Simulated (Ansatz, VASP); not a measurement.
# Ga2SbAs (alpha-NaFeO2 type (invented)) in two plane-wave programs

Wanted: the spread between two codes on one cell, functional and k mesh. The cell is generated by rule, not measured, and may not be a known phase. Of the first pair: The two relaxations start from unlike cells of this crystal (the structure described is Ansatz's start), so only their ends are compared.

Calculated with Ansatz 0.2.0; plane waves, with VASP 6.6.1 beside it; relaxation of cell and atoms at PBEsol.

## Step 1: Starting point

It takes space group R-3m (No. 166, trigonal). The conventional cell has a = 3.847 Å, b = 3.847 Å, c = 18.845 Å, α = 90.00°, β = 90.00°, γ = 120.00°. Nearest to As lie 6 Ga at 2.72 Å. Nearest to Sb lie 6 Ga at 2.72 Å. Nearest to Ga lie 3 Sb at 2.72 Å and 3 As at 2.72 Å. Farther neighbours are not listed.

## Step 2: Ansatz: relaxation of cell and atoms, PBEsol, pair 1

Ansatz runs on its default PAW (the set named soft_2) files.

The relaxed volume is the usual yardstick between codes: in a stiff, nearly cubic crystal its relative difference is about their pressure difference at one cell divided by the bulk modulus.

File input.yaml:

```yaml
crystal:
  lattice:
    - [1.92333, 1.110435, 6.281571]
    - [-1.92333, 1.110435, 6.281571]
    - [0.0, -2.220871, 6.281571]
  atoms:
    - { symbol: As, position: [1.0, 0.0, 0.0] }
    - { symbol: Sb, position: [0.5, 0.5, 0.5] }
    - { symbol: Ga, position: [0.25, 0.25, 0.25] }
    - { symbol: Ga, position: [0.75, 0.75, 0.75] }
kpoints:
  mp_grid: { grid: [6, 6, 6] }
hamiltonian:
  xc: pbesol
scf:
  occupations: { method: gaussian, width: 0.1 }
output:
  forces: true
  stress: true
  eigenvalues: true
relax:
  adjacent_minimum: "off"
  f_tol: 0.05
  max_steps: 80
  cell: { stress_tol: 0.5 }
```

Started as:

```bash
$ ansatz run input.yaml --threads 2 --pin off --max-ram 5120MiB --backend cpu --events-out ev --progress --plain --runs-dir out
```

Numbers of over 12 decimals in the logs are rounded to 6 here.

The program printed:

```text
The last accepted step is kept in <dir> (removed where the run ends without a failure and the disk answers)
basis.fft_grid_basis auto: the FFT boxes are laid along the combinations [[1, 0, -1], [0, 1, -1], [0, 0, 1]] of the cell's own vectors, 3.847, 3.847 and 6.663 Å long. The dense box has 27×27×45 points. Along the cell's own vectors, as sized, it would have 45×45×45, 2.78 times as many. Of the 12 symmetry operations that the crystal satisfies within crystal.symmetry.tolerance (time reversal apart; of a slab, those that [...]
Engine: ansatz 0.2.0, aarch64-unknown-linux-gnu
Pseudopotentials: kind: paw
Pseudopotential: As, paw, valence charge 15, recommended cutoff 420 eV (normal), As.paw.azcp
Pseudopotential: Sb, paw, valence charge 15, recommended cutoff 420 eV (normal), Sb.paw.azcp
Pseudopotential: Ga, paw, valence charge 13, recommended cutoff 420 eV (normal), Ga.paw.azcp
Functional definition: PBEsol
  exchange = pbesol_x
  correlation = pbesol_c
Crystal: 4 atoms, lattice volume = 80.495 Å³
Basis set: ecut = 420 eV, 1527 PW (Γ), FFT grids on a1−a3, a2−a3, a3, exchange–correlation on 54×54×90 points (8 copies of the dense FFT grid, shifted against one another)
Bands: 34, of which v1, the nominal top of the filled ones, is band 28 counted from 1 (27 counted from 0)
Symmetry: 12 space group operations
Space group: R-3m (ITA 166), of the structure as read, at distance tolerance 4.3e-5 Å
k-points: 32 of 216
Non-local potential: As, projectors of the file, l = 0: 2, l = 1: 2, l = 2: 3, l = 3: 1
Non-local potential: Sb, projectors of the file, l = 0: 2, l = 1: 2, l = 2: 2, l = 3: 2
Non-local potential: Ga, projectors of the file, l = 0: 2, l = 1: 2, l = 2: 3, l = 3: 1
PAW form: soft (Blöchl's): semilocal exchange-correlation on the pseudo side does not see the compensation charge
PAW frozen core: As, regenerated for the run's functional, and the local potential with it (the file was generated under x = pbe(κ = 0.804, μ = 0.219515), c = pbe(β = 0.066725))
PAW frozen core: Sb, regenerated for the run's functional, and the local potential with it (the file was generated under x = pbe(κ = 0.804, μ = 0.219515), c = pbe(β = 0.066725))
PAW frozen core: Ga, regenerated for the run's functional, and the local potential with it (the file was generated under x = pbe(κ = 0.804, μ = 0.219515), c = pbe(β = 0.066725))
PAW one-centre angular grid: As, 590 points (default); XC on 64 Gauss nodes
PAW one-centre angular grid: Sb, 590 points (default); XC on 64 Gauss nodes
PAW one-centre angular grid: Ga, 590 points (default); XC on 64 Gauss nodes
Initial density: superposition of atomic densities (neutral atoms: chi_scale 0, normalization atom), corrected by the library's trained network
Initial wavefunctions: pseudopotential atomic-orbital guess
Functional: x = pbesol(κ = 0.804, μ = 0.123457), c = pbesol(β = 0.046)
SCF iter   1: F=—  HF=-18707.345027 eV  |F-HF|=—  |Δ(HF+E_count)|=         —  Δρ=3.58e-3  dr2=9.04e-3  ethr=1.77e-3  ⟨swp⟩=6.0  Hψ=4319  notcnv=0
preconditioner: auto → Kerker (q_TF=auto, 2.568 Å⁻¹)  [metal: Δε(μ)=0.014 eV  Ē_g=14.298 eV  σ=0.100 eV  W_gap=0.08  n_scr=28 (ndim 8)  ℏωp=24.8 eV  f_vac=0.000  D(μ)=3.11/eV (n_scr^D=28)]
SCF iter   2: F=—  HF=-18707.339802 eV  |F-HF|=—  |Δ(HF+E_count)|=   5.23e-3  Δρ=2.25e-3  dr2=3.86e-3  ethr=1.61e-5  ⟨swp⟩=2.9  Hψ=2432  notcnv=0
SCF iter   3: F=—  HF=-18707.338993 eV  |F-HF|=—  |Δ(HF+E_count)|=   8.09e-4  Δρ=5.54e-4  dr2=2.83e-4  ethr=6.89e-6  ⟨swp⟩=2.0  Hψ=1777  notcnv=0
SCF iter   4: F=—  HF=-18707.338888 eV  |F-HF|=—  |Δ(HF+E_count)|=   1.05e-4  Δρ=2.70e-4  dr2=7.51e-5  ethr=5.05e-7  ⟨swp⟩=2.0  Hψ=1939  notcnv=0
SCF iter   5: F=—  HF=-18707.338885 eV  |F-HF|=—  |Δ(HF+E_count)|=   3.04e-6  Δρ=1.69e-4  dr2=2.32e-5  ethr=1.34e-7  ⟨swp⟩=2.0  Hψ=1756  notcnv=0
SCF iter   6: F=—  HF=-18707.338883 eV  |F-HF|=—  |Δ(HF+E_count)|=   2.12e-6  Δρ=5.42e-5  dr2=2.58e-6  ethr=4.15e-8  ⟨swp⟩=2.0  Hψ=1619  notcnv=0
SCF iter   7: F=—  HF=-18707.338882 eV  |F-HF|=—  |Δ(HF+E_count)|=   9.07e-7  Δρ=2.36e-5  dr2=3.89e-7  ethr=4.61e-9  ⟨swp⟩=2.0  Hψ=1618  notcnv=0
SCF iter   8: F=—  HF=-18707.338882 eV  |F-HF|=—  |Δ(HF+E_count)|=   4.34e-8  Δρ=1.52e-5  dr2=1.07e-7  ethr=1.79e-10  ⟨swp⟩=8.8  Hψ=5207  notcnv=0
SCF iter   9: F=-18707.338882 eV  HF=-18707.338882 eV  |F-HF|=2.64e-8  |Δ(HF+E_count)|=   3.85e-8  Δρ=5.87e-6  dr2=1.72e-8  ethr=1.79e-10  ⟨swp⟩=4.0  Hψ=3793  notcnv=0
SCF 1 converged in 9 iterations: F = -18707.338882 eV  dr2 = 1.72e-8
[...]
SCF iter   1: F=—  HF=-18707.636336 eV  |F-HF|=—  |Δ(HF+E_count)|=         —  Δρ=2.49e-3  dr2=7.29e-3  ethr=1.33e-5  ⟨swp⟩=2.0  Hψ=6063  notcnv=0
preconditioner: auto → Kerker (q_TF=auto, 2.552 Å⁻¹)  [metal: Δε(μ)=0.044 eV  Ē_g=14.125 eV  σ=0.100 eV  W_gap=0.24  n_scr=28 (ndim 8)  ℏωp=24.4 eV  f_vac=0.000  D(μ)=1.76/eV (n_scr^D=10)]
SCF iter   2: F=—  HF=-18707.635507 eV  |F-HF|=—  |Δ(HF+E_count)|=   8.29e-4  Δρ=1.46e-3  dr2=2.77e-3  ethr=1.30e-5  ⟨swp⟩=1.0  Hψ=1088  notcnv=0
SCF iter   3: F=—  HF=-18707.635130 eV  |F-HF|=—  |Δ(HF+E_count)|=   3.77e-4  Δρ=2.67e-4  dr2=8.26e-5  ethr=4.95e-6  ⟨swp⟩=2.0  Hψ=1870  notcnv=0
SCF iter   4: F=—  HF=-18707.635094 eV  |F-HF|=—  |Δ(HF+E_count)|=   3.57e-5  Δρ=1.61e-4  dr2=2.23e-5  ethr=1.47e-7  ⟨swp⟩=2.0  Hψ=1978  notcnv=0
SCF iter   5: F=—  HF=-18707.635091 eV  |F-HF|=—  |Δ(HF+E_count)|=   2.96e-6  Δρ=3.76e-5  dr2=3.80e-6  ethr=3.98e-8  ⟨swp⟩=2.0  Hψ=1654  notcnv=0
SCF iter   6: F=—  HF=-18707.635090 eV  |F-HF|=—  |Δ(HF+E_count)|=   9.30e-7  Δρ=2.69e-5  dr2=1.15e-6  ethr=6.78e-9  ⟨swp⟩=2.0  Hψ=1633  notcnv=0
SCF iter   7: F=-18707.635090 eV  HF=-18707.635090 eV  |F-HF|=5.64e-8  |Δ(HF+E_count)|=   3.31e-7  Δρ=1.29e-5  dr2=1.61e-7  ethr=7.14e-10  ⟨swp⟩=6.8  Hψ=5323  notcnv=0
SCF 3 converged in 7 iterations: F = -18707.635090 eV  dr2 = 1.61e-7
relax step   3: F+E_penalty+E_count = -18707.63509002 eV  Δ(F+E_penalty+E_count) = -4.654e-2 eV  max|allowed force component| = 1.279e-1 eV/Å  Δτ_max = 0.0150 Å  P = -0.073 GPa  Ω = 83.606 Å³  energy of the carried Pulay correction = -7.678e-4 eV  (7 SCF iters, dr2 threshold 4.00e-7 eV, accepted)
[...]
relax step   4: F+E_penalty+E_count = -18707.64119210 eV  Δ(F+E_penalty+E_count) = -6.102e-3 eV  max|allowed force component| = 2.102e-2 eV/Å  Δτ_max = 0.0193 Å  P = -0.088 GPa  Ω = 83.461 Å³  energy of the carried Pulay correction = -7.327e-4 eV  (6 SCF iters, dr2 threshold 4.00e-7 eV, accepted)
[...]
relax step   5: F+E_penalty+E_count = -18707.64222972 eV  Δ(F+E_penalty+E_count) = -1.038e-3 eV  max|allowed force component| = 2.150e-2 eV/Å  Δτ_max = 0.0000 Å  P = -0.074 GPa  Ω = 83.461 Å³  stress off target by 2.31e-1 GPa  SCF on the basis re-selected at this cell (its energy is not comparable with the rows above)  (5 SCF iters)
basis re-selected at this cell: Δ(F+E_penalty+E_count) = -1.038e-3 eV, ΔP = +0.014 GPa vs the last step (what re-selecting the basis moved, of the pressure what is left beyond the Pulay correction that the steps carried, after the strain that the cell walked since its last selection, with what the two solves' SCF thresholds leave and, on support functions, any second-order correction that the steps lacked; it is no measure of the basis error at this ecutwfc). The dense FFT grid was sized anew with the basis: this SCF ran on 27×27×48 points, the steps before it on 27×27×45, so part of this shift can come from that change (see relax.cell in the input reference). [rest of the remark cut]
SCF converged after 5 iterations
Free energy (F): -18707.642230 eV
Harris-Foulkes:  -18707.642230 eV  (|F-HF|=1.53e-9)
Internal energy: -18707.633550 eV  (E = F + TS)
E sigma→0 (E₀):  -18707.637890 eV
Entropy (-TS):   -0.008680 eV (-2.170 meV/atom)
Fermi energy:    10.494039 eV
--- Per-component energies (eV) ---
  E_band       = -430.943962
  E_kinetic    = 542.405278
  E_local      = -6774.428081  (includes V_loc(G=0)·N_el)
  E_nonlocal   = 545.483699
  E_hartree    = 3314.888086
  E_xc         = -354.374094
  E_vxc        = -293.424088  (∫ρ·V_xc dr)
  E_paw        = -10188.798169  (= ΣΔE_a)
  E_vpaw       = -1080.756987  (= ΣTr[D̂ρ^β])
  E_aug_tail   = -0.000254  (compensation charges beyond the density's cutoff)
  E_ewald      = -5795.834255
  E_core_change = 3.024241  (= ΣΔE_core)
  E_smearing   = -0.008680  (= −TS)
  E_closure    = 0.000000  (closes the sum)
  Σ components = -18707.642230   (vs F -18707.642230, Δ=0.00e0)
--- Forces (eV/Å), atoms counted from 1 ---
  atom   1  As    -0.00000000     0.00000000     0.00000000
  atom   2  Sb     0.00000000     0.00000000     0.00000000
  atom   3  Ga    -0.00000000    -0.00000000     0.02149621
  atom   4  Ga     0.00000000     0.00000000    -0.02149621
  max |Σ_I F_I| component: 3.47e-18 eV/Å
--- Stress (GPa, compression-positive) ---
        0.003760      -0.000000       0.000000
       -0.000000       0.003760       0.000000
        0.000000       0.000000      -0.230775
  P = ⅓ Tr σ = -0.0744 GPa (-0.744 kbar)
--- Band table (eV; the first three rows and the last of 32) ---
  k-point 0: bands = [... 24 lower, 10.2684, 10.4576, 10.4576, 12.0720, 12.0720, 13.5931, 13.5931, 13.9507, ... 2 higher]
  k-point 1: bands = [... 24 lower, 9.0611, 9.7601, 9.8213, 11.1920, 12.0417, 12.6766, 14.5275, 14.9148, ... 2 higher]
  k-point 2: bands = [... 24 lower, 6.2885, 8.9766, 9.3860, 10.2161, 10.6078, 11.0770, 14.9426, 15.4170, ... 2 higher]
  k-point 31: bands = [... 24 lower, 10.4351, 10.4351, 11.8601, 11.8601, 12.6519, 14.1502, 14.7774, 14.7774, ... 2 higher]
--- Relaxed structure (4 steps of the walk, 4 accepted, 1 SCFs on fresh bases) ---
  F+E_penalty+E_count = -18707.64222972 eV   max|allowed force component| = 2.150e-2 eV/Å   (the final SCF, on the basis selected at the relaxed cell)
  cell:  # Å, volume = 83.4612 Å³
    - [1.889946, 1.091161, 6.745205]
    - [-1.889946, 1.091161, 6.745205]
    - [1.3122892804647225e-17, -2.182322, 6.745204]
  atoms:
    - { symbol: As, position: [1.0, -5.551115123125783e-17, 0.0] }
    - { symbol: Sb, position: [0.5, 0.5, 0.500000] }
    - { symbol: Ga, position: [0.260116, 0.260116, 0.260116] }
    - { symbol: Ga, position: [0.739884, 0.739884, 0.739884] }
```

The column dr2 measures how far the density is from self-consistency, as an energy; F and HF (Harris–Foulkes) agree once it is small.

(Continued in part 2 of 2.)

[Lines on the potential files, build, host, timing and source positions are cut from VASP's logs without a mark.]

[Logs are printed without paths, hosts, clocks, repeated set-up lines and the standing remarks that a program may print on its own settings, such as how far it seeks lower states.]

[Hosts, paths, dates, database ids (printed as entryN), source tags and the programs' standing remarks are cut or masked in the printed files.]
